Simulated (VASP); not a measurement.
OSZICAR of a VASP run on MnO (rock salt, AFM-II order):

**OSZICAR**
```
       N       E                     dE             d eps       ncg     rms          rms(c)
DAV:   1     0.462898380797E+03    0.46290E+03   -0.22564E+04  3744   0.223E+03
DAV:   2     0.284504216537E+02   -0.43445E+03   -0.43041E+03  3711   0.604E+02
DAV:   3    -0.352930633435E+02   -0.63743E+02   -0.62791E+02  5479   0.195E+02
DAV:   4    -0.377484844298E+02   -0.24554E+01   -0.24357E+01  4272   0.400E+01
DAV:   5    -0.378012250519E+02   -0.52741E-01   -0.52605E-01  4423   0.618E+00    0.200E+01
DAV:   6    -0.331429505271E+02    0.46583E+01   -0.50743E+01  4822   0.604E+01    0.166E+01
DAV:   7    -0.331303469431E+02    0.12604E-01   -0.41964E+00  4670   0.243E+01    0.103E+01
DAV:   8    -0.331209959674E+02    0.93510E-02   -0.11739E+00  4515   0.889E+00    0.514E+00
DAV:   9    -0.331050832962E+02    0.15913E-01   -0.14319E-01  5038   0.487E+00    0.740E-01
DAV:  10    -0.331094234506E+02   -0.43402E-02   -0.35157E-02  4192   0.139E+00    0.240E-01
DAV:  11    -0.331095181883E+02   -0.94738E-04   -0.18796E-03  4409   0.409E-01    0.105E-01
DAV:  12    -0.331096143837E+02   -0.96195E-04   -0.68476E-05  4453   0.845E-02    0.378E-02
DAV:  13    -0.331096305527E+02   -0.16169E-04   -0.33707E-05  4373   0.421E-02    0.154E-02
DAV:  14    -0.331096341277E+02   -0.35750E-05   -0.57940E-06  3487   0.229E-02    0.695E-03
DAV:  15    -0.331096342256E+02   -0.97953E-07   -0.35648E-07  2708   0.748E-03
   1 F= -.33109634E+02 E0= -.33109634E+02  d E =-.102437E-11  mag=     0.0000
```

**Question.** Which electronic solver shows in the log?

**Answer.** It is blocked Davidson (ALGO = Normal, or the opening steps of other solvers). The INCAR had ALGO = Normal.

**Question.** How was spin treated?

**Answer.** Collinear spin (ISPIN = 2): the summary line carries one mag value, 0.00 μB in the cell.

**Question.** Can the final energy be trusted as converged?

**Answer.** The calculation finished and met its thresholds. It stopped with EDIFF = 1E-6, NELM = 100 (PBE GGA, plane waves, VASP's PBE PAW potentials (set 64)).

The compound is MnO in the rock salt, AFM-II order structure. The cell was not relaxed at this level. The run is one of a series of settings (NBANDS = 21 against the base run), some of them coarse on purpose.
